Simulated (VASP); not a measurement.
These are PBE GGA, VASP's PBE PAW potentials (set 64) (plane waves; VASP) values and carry that method's errors.

VASP input:

### KPOINTS
```
Automatic mesh
0
Gamma
5 5 1
0 0 0
```

### INCAR
```
ALGO  =  Normal
DIPOL  =  0.5 0.5 0.5
EDIFF  =  1E-6
ENCUT  =  400
GGA  =  PE
IDIPOL  =  3
ISMEAR  =  1
LASPH  =  T
LCHARG  =  F
LDIPOL  =  T
LORBIT  =  11
LREAL  =  F
LVHAR  =  T
LWAVE  =  F
NELM  =  100
NELMIN  =  4
PREC  =  Normal
SIGMA  =  0.1
SYSTEM  =  Al16C
```

POSCAR:
```
Al16C
1
    5.7074358814     0.0000000000     0.0000000000
    2.8537174425     4.9427846712     0.0000000000
    0.0000000000     0.0000000000    20.9409509635
Al C
16 1
Direct
  1.0000000000   0.0000000000   0.3308034229
  0.4989638024   0.0020723951   0.3306185002
  0.0020723951   0.4989638024   0.3306185002
  0.4989638024   0.4989638024   0.3306185002
  0.1675163357   0.1675163357   0.4442782265
  0.6649683286   0.1675163357   0.4442782265
  0.1675163357   0.6649683286   0.4442782265
  0.6666670000   0.6666670000   0.4441245028
  0.8321720217   0.3356549566   0.5566945581
  0.3333330000   0.3333330000   0.5603424020
  0.8321720217   0.8321720217   0.5566945581
  0.3356549566   0.8321720217   0.5566945581
  1.0000000000   0.0000000000   0.6625477260
  0.5140907959   0.9718184082   0.6749801210
  0.9718184082   0.5140907959   0.6749801210
  0.5140907959   0.5140907959   0.6749801210
  0.3333330000   0.3333330000   0.7056157292
```

POTCAR, in this order: Al C (PBE.64 set). Program: vasp_std. Read from the step before: WAVECAR.

Question: What does the run give for the energy per atom (σ→0), band gap (on the k-mesh)?

Answer: 
The energy per atom (σ→0) is -3.804 eV/atom and the band gap (on the k-mesh) is none (metal, semimetal or under 0.01 eV).

**OSZICAR**
```
       N       E                     dE             d eps       ncg     rms          rms(c)
DAV:   1    -0.646756517560E+02   -0.64676E+02   -0.64672E-05   501   0.389E-02    0.132E-02
DAV:   2    -0.646757342681E+02   -0.82512E-04   -0.34471E-04   528   0.991E-02    0.250E-02
DAV:   3    -0.646756410891E+02    0.93179E-04   -0.26330E-04   445   0.850E-02    0.436E-03
DAV:   4    -0.646756398597E+02    0.12294E-05   -0.15832E-05   416   0.189E-02    0.372E-03
DAV:   5    -0.646756400536E+02   -0.19389E-06   -0.12918E-06   257   0.602E-03
   1 F= -.64675640E+02 E0= -.64674400E+02  d E =-.371946E-02
```

The cell is a thin slab with vacuum, built from Al (fcc): (111) face, C adsorbed.
